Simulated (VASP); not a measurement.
Here is the system:

```yaml
crystal:
  lattice:
    - [4.20453, 0.00000, 0.00000]
    - [0.00000, 4.20453, 0.00000]
    - [0.00000, 0.00000, 4.20453]
  atoms:
    - { symbol: Cs, position: [0.00000, 0.00000, 0.00000] }
    - { symbol: Cl, position: [0.50000, 0.50000, 0.50000] }
```

Calculation: PBE GGA with D3 dispersion (zero damping), VASP's PBE PAW potentials (set 64) (plane waves; VASP). Numerical set-up: 520 eV cut-off, 7×7×7 Γ-centred mesh, tetrahedra with Blöchl corrections, potentials Cs_sv Cl.

Unless said otherwise, spin-orbit coupling is left out, though it shifts the bands of the heavy elements here.

Task: Predict the energy per atom (σ→0), band gap (on the k-mesh) with the smallest direct gap where there is one.

Result: 
| Item | Result |
|---|---|
| band gap (on the k-mesh) | 5.00 eV |
| smallest direct gap (on the k-mesh) | 5.00 eV |
| energy per atom (σ→0) | -3.508 eV/atom |

The compound is CsCl in the CsCl type structure. It was relaxed first, which changed the volume by +6 %.
